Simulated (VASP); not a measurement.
These are PBE GGA, VASP's PBE PAW potentials (set 64) (plane waves; VASP) values and carry that method's errors.

VASP input:

**KPOINTS**
```
Automatic mesh
0
Gamma
10 10 8
0 0 0
```

### POSCAR
```
ZrB2
1.0
  1.5817500000  -2.7672120000   0.0000000000
  1.5817500000   2.7672120000   0.0000000000
  0.0000000000   0.0000000000   3.5391650000
Zr B
1 2
Cart
  0.0000000000   0.0000000000   0.0000000000
  1.5817500000   0.9224058448   1.7695825000
  1.6733396520  -0.9224058448   1.7695825000
```

**INCAR**
```
SYSTEM = ZrB2
PREC = Accurate
ENCUT = 520
EDIFF = 1E-6
NELM = 100
ALGO = Normal
LREAL = .FALSE.
LASPH = .TRUE.
ISMEAR = 1
SIGMA = 0.01
GGA = PE
LMAXMIX = 4
LWAVE = .FALSE.
LCHARG = .FALSE.
ISIF = 2
```

POTCAR, in this order: Zr_sv B (PBE.64 set). Program: vasp_std.

What VASP printed:

File OSZICAR:
```
       N       E                     dE             d eps       ncg     rms          rms(c)
DAV:   1     0.110300495622E+03    0.11030E+03   -0.98837E+03  6760   0.138E+03
DAV:   2    -0.220057081585E+02   -0.13231E+03   -0.12770E+03  7927   0.335E+02
DAV:   3    -0.274808418991E+02   -0.54751E+01   -0.54063E+01 10957   0.598E+01
DAV:   4    -0.275983601938E+02   -0.11752E+00   -0.11717E+00  8574   0.813E+00
DAV:   5    -0.276020554495E+02   -0.36953E-02   -0.36952E-02 10556   0.103E+00    0.213E+01
DAV:   6    -0.249397589598E+02    0.26623E+01   -0.79609E+00  8271   0.199E+01    0.862E+00
DAV:   7    -0.249107967519E+02    0.28962E-01   -0.89963E-01 10390   0.618E+00    0.308E+00
DAV:   8    -0.249117300864E+02   -0.93333E-03   -0.94650E-02  8126   0.285E+00    0.791E-01
DAV:   9    -0.249091390687E+02    0.25910E-02   -0.15807E-02  8563   0.104E+00    0.140E-01
DAV:  10    -0.249091076057E+02    0.31463E-04   -0.83439E-04  8825   0.270E-01    0.429E-02
DAV:  11    -0.249091210549E+02   -0.13449E-04   -0.32203E-05  9053   0.678E-02    0.134E-02
DAV:  12    -0.249091209282E+02    0.12667E-06   -0.18461E-06  6269   0.146E-02
   1 F= -.24909121E+02 E0= -.24909119E+02  d E =-.694749E-05
```

**OUTCAR**
```
------------------------ aborting loop because EDIFF is reached ----------------------------------------
  FORCE on cell =-STRESS in cart. coord.  units (eV):
  Direction    XX          YY          ZZ          XY          YZ          ZX
  --------------------------------------------------------------------------------------
  Total        0.4702324     -0.6288935      0.0837462      0.1488782      0.0000000      0.0000000
  in kB       24.3171161    -32.5219510      4.3307647      7.6989342      0.0000000      0.0000000
  external PRESSURE =      -1.2913567 kB  Pullay stress =       0.0000000 kB
  volume of cell :       30.98
      direct lattice vectors                 reciprocal lattice vectors
     1.581750000 -2.767212000  0.000000000     0.316105579 -0.180687277  0.000000000
     1.581750000  2.767212000  0.000000000     0.316105579  0.180687277  0.000000000
     0.000000000  0.000000000  3.539165000     0.000000000  0.000000000  0.282552523
 POSITION                                       TOTAL-FORCE (eV/Angst)
 -----------------------------------------------------------------------------------
      0.00000      0.00000      0.00000         0.597405      0.032278      0.000000
      1.58175      0.92241      1.76958         0.783832     -0.113541      0.000000
      1.67334     -0.92241      1.76958        -1.381237      0.081262      0.000000
 -----------------------------------------------------------------------------------
    total drift:                                0.000088      0.000004      0.000000
  FREE ENERGIE OF THE ION-ELECTRON SYSTEM (eV)
  ---------------------------------------------------
  free  energy   TOTEN  =       -24.9091209282 eV

  energy  without entropy=      -24.9091139807  energy(sigma->0) =      -24.90911861
```
(Selected blocks of OUTCAR.)

The compound is ZrB2 in the AlB2 type structure. The cell was not relaxed at this level, atoms are displaced from their ideal sites. The run is one of a series of settings (SIGMA = 0.01 against the base run), some of them coarse on purpose.
